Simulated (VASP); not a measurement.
All values below come from TPSS meta-GGA, VASP's PBE PAW potentials (set 64) (plane waves; VASP).

Input for VASP

### INCAR
```
# general
SYSTEM   =  Al3Sc
PREC     =  Accurate
ENCUT    =  520
LREAL    =  .False.
LASPH    =  .True.   # aspherical one-centre terms

# electronic loop
EDIFF    =  1E-6
NELM     =  100   # most electronic steps
ALGO     =  Normal   # blocked Davidson
LMAXMIX  =  4
LMIXTAU  =  .True.

# smearing
ISMEAR   =  1   # Methfessel-Paxton
SIGMA    =  0.1   # width (eV)

# functional
METAGGA  =  TPSS

# ions
IBRION   =  2   # conjugate gradients
NSW      =  60   # most ionic steps
ISIF     =  3   # ions, shape and volume
EDIFFG   =  -0.02   # ionic stop

# output
LWAVE    =  .False.
LCHARG   =  .False.
```

File POSCAR:
```
Al3Sc
1
    4.0638445191    -0.0000000000     0.0000000000
    0.0000000000     4.0638445191     0.0000000000
    0.0000000000     0.0000000000     4.0638445191
Sc Al
1 3
Direct
  0.0000000000   0.0000000000   0.0000000000
  0.0000000000   0.5000000000   0.5000000000
  0.5000000000   0.0000000000   0.5000000000
  0.5000000000   0.5000000000   0.0000000000
```

KPOINTS:
```
Automatic mesh
0
Gamma
7 7 7
0 0 0
```

POTCAR, in this order: Sc_sv Al (PBE.64 set). Program: vasp_std.

The run wrote:

OUTCAR:
```
 ion  position               nearest neighbor table
   1  0.000  0.000  0.000-   2 2.87   3 2.87   4 2.87   2 2.87   3 2.87   2 2.87   4 2.87   2 2.87
                             3 2.87   4 2.87   3 2.87   4 2.87
   2  0.000  0.500  0.500-   1 2.87   3 2.87   4 2.87   1 2.87   4 2.87   1 2.87   3 2.87   1 2.87
                             3 2.87   4 2.87   4 2.87   3 2.87
   3  0.500  0.000  0.500-   1 2.87   2 2.87   4 2.87   1 2.87   4 2.87   2 2.87   4 2.87   4 2.87
                             1 2.87   2 2.87   1 2.87   2 2.87
   4  0.500  0.500  0.000-   1 2.87   2 2.87   3 2.87   2 2.87   3 2.87   1 2.87   3 2.87   3 2.87
                             1 2.87   2 2.87   2 2.87   1 2.87
  LATTYP: Found a simple cubic cell.
 ALAT       =     4.0638445191
 Subroutine PRICEL returns:
 Original cell was already a primitive cell.
 Subroutine GETGRP returns: Found 48 space group operations
The static configuration has the point symmetry O_h .
The dynamic configuration has the point symmetry O_h .
 Subroutine INISYM returns: Found 48 space group operations
 Subroutine IBZKPT returns following result:
 Found     20 irreducible k-points:

 Following reciprocal coordinates:
            Coordinates               Weight
  0.000000  0.000000  0.000000      1.000000
  0.142857  0.000000  0.000000      6.000000
  0.285714  0.000000  0.000000      6.000000
  0.428571  0.000000  0.000000      6.000000
  0.142857  0.142857  0.000000     12.000000
  0.285714  0.142857  0.000000     24.000000
  0.428571  0.142857  0.000000     24.000000
  0.285714  0.285714  0.000000     12.000000
  0.428571  0.285714  0.000000     24.000000
  0.428571  0.428571  0.000000     12.000000
  0.142857  0.142857  0.142857      8.000000
  0.285714  0.142857  0.142857     24.000000
  0.428571  0.142857  0.142857     24.000000
  0.285714  0.285714  0.142857     24.000000
  0.428571  0.285714  0.142857     48.000000
  0.428571  0.428571  0.142857     24.000000
  0.285714  0.285714  0.285714      8.000000
  0.428571  0.285714  0.285714     24.000000
...
```

### OSZICAR
```
       N       E                     dE             d eps       ncg     rms          rms(c)
DAV:   1     0.234153451202E+03    0.23415E+03   -0.14048E+04   602   0.278E+03
DAV:   2    -0.678602604592E+00   -0.23483E+03   -0.23067E+03   728   0.692E+02
DAV:   3    -0.164085283545E+02   -0.15730E+02   -0.15531E+02   852   0.229E+02
DAV:   4    -0.175140423944E+02   -0.11055E+01   -0.10870E+01   996   0.521E+01
DAV:   5    -0.175719548682E+02   -0.57912E-01   -0.57613E-01   954   0.118E+01    0.661E+00
DAV:   6    -0.417555636282E+02   -0.24184E+02   -0.17332E+02   934   0.148E+02    0.104E+01
DAV:   7    -0.405547851096E+02    0.12008E+01   -0.41801E+00   906   0.267E+01    0.875E+00
DAV:   8    -0.403159496796E+02    0.23884E+00   -0.92231E-02   816   0.293E+00    0.858E+00
DAV:   9    -0.411065649931E+02   -0.79062E+00   -0.81398E-01   872   0.146E+01    0.123E+01
DAV:  10    -0.388026083770E+02    0.23040E+01   -0.17807E+01   926   0.520E+01    0.759E+00
DAV:  11    -0.388488534107E+02   -0.46245E-01   -0.40837E-01   664   0.677E+00    0.576E+00
DAV:  12    -0.388527516947E+02   -0.38983E-02   -0.81333E-03   784   0.935E-01    0.570E+00
DAV:  13    -0.382923589750E+02    0.56039E+00   -0.26786E+00   956   0.176E+01    0.558E+00
DAV:  14    -0.388061991605E+02   -0.51384E+00   -0.30534E-01   848   0.805E+00    0.719E+00
DAV:  15    -0.387286685491E+02    0.77531E-01   -0.16481E-01   926   0.511E+00    0.328E+00
DAV:  16    -0.387186756175E+02    0.99929E-02   -0.25323E-02   948   0.170E+00    0.116E+00
DAV:  17    -0.387121088007E+02    0.65668E-02   -0.27637E-02   948   0.182E+00    0.805E-02
DAV:  18    -0.387122093840E+02   -0.10058E-03   -0.90906E-04   944   0.262E-01    0.911E-02
DAV:  19    -0.387122247283E+02   -0.15344E-04   -0.30192E-04   948   0.173E-01    0.106E-02
DAV:  20    -0.387122344289E+02   -0.97006E-05   -0.16854E-05   822   0.648E-02    0.444E-03
DAV:  21    -0.387122383414E+02   -0.39124E-05   -0.54029E-06   750   0.367E-02    0.101E-02
DAV:  22    -0.387122385449E+02   -0.20355E-06   -0.18290E-06   526   0.195E-02
   1 F= -.38712239E+02 E0= -.38711597E+02  d E =-.387122E+02
       N       E                     dE             d eps       ncg     rms          rms(c)
DAV:   1    -0.387478609608E+02   -0.35623E-01   -0.96984E-01   680   0.156E+01    0.149E+00
DAV:   2    -0.387167209161E+02    0.31140E-01   -0.23158E-01   848   0.674E+00    0.295E-01
DAV:   3    -0.387149555366E+02    0.17654E-02   -0.10757E-02   896   0.101E+00    0.180E-01
DAV:   4    -0.387141237563E+02    0.83178E-03   -0.18923E-03   686   0.588E-01    0.798E-02
DAV:   5    -0.387138911135E+02    0.23264E-03   -0.47574E-04   814   0.350E-01    0.287E-02
DAV:   6    -0.387141978946E+02   -0.30678E-03   -0.21353E-04   714   0.254E-01    0.163E-02
DAV:   7    -0.387141959706E+02    0.19239E-05   -0.16708E-05   712   0.692E-02    0.106E-02
DAV:   8    -0.387141861537E+02    0.98170E-05   -0.35683E-06   642   0.258E-02    0.801E-03
DAV:   9    -0.387142020763E+02   -0.15923E-04   -0.84674E-06   826   0.512E-02    0.158E-03
DAV:  10    -0.387142021980E+02   -0.12168E-06   -0.20525E-07   304   0.577E-03
   2 F= -.38714202E+02 E0= -.38713563E+02  d E =-.196365E-02
       N       E                     dE             d eps       ncg     rms          rms(c)
DAV:   1    -0.387183466481E+02   -0.41446E-02   -0.10431E-01   674   0.513E+00    0.484E-01
DAV:   2    -0.387149618380E+02    0.33848E-02   -0.21508E-02   814   0.209E+00    0.961E-02
DAV:   3    -0.387148348667E+02    0.12697E-03   -0.83698E-04   852   0.282E-01    0.583E-02
DAV:   4    -0.387147607520E+02    0.74115E-04   -0.20319E-04   674   0.200E-01    0.274E-02
DAV:   5    -0.387147455726E+02    0.15179E-04   -0.59675E-05   814   0.127E-01    0.114E-02
DAV:   6    -0.387147820094E+02   -0.36437E-04   -0.24792E-05   692   0.876E-02    0.513E-03
DAV:   7    -0.387147801476E+02    0.18618E-05   -0.34999E-06   602   0.317E-02    0.428E-03
DAV:   8    -0.387147821087E+02   -0.19611E-05   -0.54742E-07   298   0.113E-02    0.186E-03
DAV:   9    -0.387147827781E+02   -0.66942E-06   -0.32834E-07   298   0.113E-02
   3 F= -.38714783E+02 E0= -.38714142E+02  d E =-.254423E-02
```

### OUTCAR
```
------------------------ aborting loop because EDIFF is reached ----------------------------------------
  FORCE on cell =-STRESS in cart. coord.  units (eV):
  Direction    XX          YY          ZZ          XY          YZ          ZX
  --------------------------------------------------------------------------------------
  Total        0.0042571      0.0042571      0.0042571     -0.0000000      0.0000000      0.0000000
  in kB        0.1004964      0.1004964      0.1004964     -0.0000000      0.0000000      0.0000000
  external PRESSURE =       0.1004964 kB  Pullay stress =       0.0000000 kB
  volume of cell :       67.87
      direct lattice vectors                 reciprocal lattice vectors
     4.079036217  0.000000000 -0.000000000     0.245155950  0.000000000 -0.000000000
    -0.000000000  4.079036217  0.000000000    -0.000000000  0.245155950  0.000000000
     0.000000000 -0.000000000  4.079036217     0.000000000  0.000000000  0.245155950
 POSITION                                       TOTAL-FORCE (eV/Angst)
 -----------------------------------------------------------------------------------
      0.00000      0.00000      0.00000        -0.000000      0.000000      0.000000
     -0.00000      2.03952      2.03952         0.000000     -0.000000      0.000000
      2.03952      0.00000      2.03952        -0.000000     -0.000000      0.000000
      2.03952      2.03952     -0.00000        -0.000000     -0.000000      0.000000
 -----------------------------------------------------------------------------------
    total drift:                               -0.000000     -0.000000      0.000000
  FREE ENERGIE OF THE ION-ELECTRON SYSTEM (eV)
  ---------------------------------------------------
  free  energy   TOTEN  =       -38.7147827781 eV

  energy  without entropy=      -38.7128613794  energy(sigma->0) =      -38.71414231

 reached required accuracy - stopping structural energy minimisation
```
(Selected blocks of OUTCAR.)

### CONTCAR
```
Al3Sc
   1.00000000000000
     4.0790362167195484    0.0000000000000000   -0.0000000000000000
    -0.0000000000000000    4.0790362167195484    0.0000000000000000
     0.0000000000000000   -0.0000000000000000    4.0790362167195484
  Sc              Al
     1     3
Direct
     0.0000000000000000    0.0000000000000000    0.0000000000000000
     0.0000000000000000    0.5000000000000000    0.5000000000000000
     0.5000000000000000    0.0000000000000000    0.5000000000000000
     0.5000000000000000    0.5000000000000000    0.0000000000000000
```

The compound is Al3Sc in the L1_2 structure. This run relaxes it. Symmetry was kept, so distortions that lower it aren't found. The start is the result of an earlier pass.
